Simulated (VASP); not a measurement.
**Pt: energy against strain**

Pt (fcc, Fm-3m, 15.004 Å³/atom at rest, cube axes along x, y and z) under a strain ε along a cube axis (axis z), the other axes held. PBEsol in VASP (plane waves, PAW), 480 eV, 20×20×20 Γ-centred mesh, Methfessel-Paxton smearing 0.10 eV; ions are relaxed within the symmetry of each cell.

Here s stands for strain and y for E less E0.

```csv
strain (%),E less E0 (meV/atom)
-3.00,?
-1.50,4.28
-1.00,1.97
-0.50,0.55
0.00,0.00
0.50,0.30
1.00,1.44
1.50,3.38
```

The 7 complete rows are fitted with a parabola, y against s. Least squares gives y = 0.000 - 0.2864·s + 1.7024·s². Residuals (row less fit): 0.020, -0.019, -0.019, 0.000, 0.018, 0.024, -0.021; standard error 0.025 (degrees of freedom: 4). Twice the quadratic coefficient over the volume, 2 × 1.7024 meV × 10⁴ × 0.1602 / 15.004 Å³, is the elastic constant C11 = 364 ± 2 GPa.

Problem. What does the fit predict for y at s = -3.00, and how far is the calculated value from it?

Solution. y = 0.000 - 0.2864 × (-3.0) + 1.7024 × (-3.0)² = 16.181 meV/atom. The calculation gives 16.79 meV/atom, 0.609 meV/atom above the prediction (3.6 % of the range of y in the table). The row lies outside the fitted rows, so this is an extrapolation. From the scatter of the fitted rows alone, a prediction at this place has a standard error of 0.094 meV/atom, so the miss is 6.5 times that.

One order more, fitted to all 13 runs of the series, follows each within 0.01, so the miss is the next term of a smooth law. In a metal these values are sensitive to mesh and smearing; energies are taken to zero smearing, stresses follow the free energy. Rows are the converged runs of the series near zero and its far end; series whose fitted rows scatter by over a few per cent of the range, as at a crossing or softening among them, aren't shown in this form. Most that stay on the fit to the last digits aren't either.
